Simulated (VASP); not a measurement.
Input for VASP

**POSCAR**
```
GaN
1
   -0.0000000000     2.1763368292     2.1763368292
    2.1763368292    -0.0000000000     2.1763368292
    2.1763368292     2.1763368292     0.0000000000
Ga N
1 1
Direct
  0.0000000000   0.0000000000   0.0000000000
  0.2500000000   0.2500000000   0.2500000000
```

**KPOINTS**
```
K-points
0
gamma
10 10 10
0 0 0
```

INCAR:
```
SYSTEM = GaN
PREC = Accurate; ENCUT = 600; LREAL = .FALSE.
LASPH = .TRUE.
EDIFF = 1E-7; NELM = 100; ALGO = Normal
LMAXMIX = 4
ISMEAR = 0; SIGMA = 0.05
GGA = PE
IBRION = 2; NSW = 40; ISIF = 3
EDIFFG = -0.01; PSTRESS = 300
LWAVE = .FALSE.; LCHARG = .FALSE.
```

POTCAR, in this order: Ga_d N (PBE.64 set). Program: vasp_std.

**Question.** Translate this PBE calculation to Quantum ESPRESSO's pw.x.

**Answer.** One equivalent input (not run):
```
&CONTROL
  calculation = 'vc-relax'
  pseudo_dir = './pseudo'
  outdir = './out'
  tprnfor = .true.
  tstress = .true.
  nstep = 40
  forc_conv_thr = 0.00039
/
&SYSTEM
  ibrav = 0
  nat = 2
  ntyp = 2
  ecutwfc = 84
  occupations = 'smearing'
  smearing = 'gaussian'
  degauss = 0.003675
  input_dft = 'pbe'
/
&ELECTRONS
  conv_thr = 7.3e-09
  electron_maxstep = 100
/
&IONS
/
&CELL
  press = 300
/
ATOMIC_SPECIES
  Ga 69.723 Ga.upf
  N 14.007 N.upf
CELL_PARAMETERS angstrom
    -0.0000000    2.1763368    2.1763368
     2.1763368   -0.0000000    2.1763368
     2.1763368    2.1763368    0.0000000
ATOMIC_POSITIONS crystal
  Ga   0.0000000  0.0000000  0.0000000
  N    0.2500000  0.2500000  0.2500000
K_POINTS automatic
  10 10 10 0 0 0
```
The two are equivalent in intent, not identical: the potentials are each code's own (VASP's PAW set, PseudoDojo norm-conserving files in pw.x), so ENCUT and ecutwfc are chosen apart and not converted; conv_thr bounds pw.x's estimated SCF error, while EDIFF bounds the energy change between steps; forc_conv_thr acts on force components and is met together with etot_conv_thr.

The compound is GaN in the zinc blende structure, a metastable form; wurtzite is the usual one. It was relaxed first under an external pressure of 30 GPa.
